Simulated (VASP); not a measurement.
**Al3Sc: transverse stress against strain**

Al3Sc (L1_2, Pm-3m, 16.874 Å³/atom and stress up to 0.12 GPa in the relaxed cell, cube axes along x, y and z) under a strain ε along a cube axis (axis z), the other axes held. PBEsol in VASP (plane waves, PAW), 480 eV, 12×12×12 Γ-centred mesh, Methfessel-Paxton smearing 0.10 eV; ions are relaxed, or left where forces stay under 0.02 eV/Å, within the symmetry of each cell. Stress is positive for a compressed cell.

Here s stands for strain and y for stress xx.

| strain (%) | stress xx (GPa) |
|---|---|
| -3.00 | ? |
| -1.50 | 0.82 |
| -1.00 | 0.57 |
| -0.50 | 0.34 |
| 0.00 | 0.12 |
| 0.50 | -0.09 |
| 1.00 | -0.28 |
| 1.50 | -0.47 |

Fit y of the 7 rows that show it with a straight line. Means: s 0, y 0.144. About the means, the sum of products is -3.0000 and the sum of squares of s is 7.0000; the slope is their ratio. Least squares gives y = 0.144 - 0.4286·s. Residuals (row less fit): 0.033, -0.003, -0.018, -0.024, -0.020, 0.005, 0.029; standard error 0.026 (degrees of freedom: 5). The slope gives the elastic constant C12 = about 43 GPa.

Task: What does the fit predict for y at s = -3.00, and how far is the calculated value from it?

Result: y = 0.144 - 0.4286 × (-3.0) = 1.430 GPa. The calculation gives 1.63 GPa, 0.200 GPa above the prediction (9.5 % of the range of y in the table). The row lies outside the fitted rows, so this is an extrapolation. From the scatter of the fitted rows alone, a prediction at this place has a standard error of 0.040 GPa, so the miss is 5.0 times that.

A polynomial of degree 2 through the 12 other runs of the series gives 1.62 there, so most of the miss is curvature that the fit leaves out. In a metal these values are sensitive to mesh and smearing; energies are taken to zero smearing, stresses follow the free energy. The runs aren't spin-polarised. Rows are the converged runs of the series near zero and its far end, less any whose ions stayed unrelaxed beside relaxed ones; series whose fitted rows scatter by over a few per cent of the range, as at a crossing or softening among them, aren't shown in this form. Most that stay on the fit to the last digits aren't either.
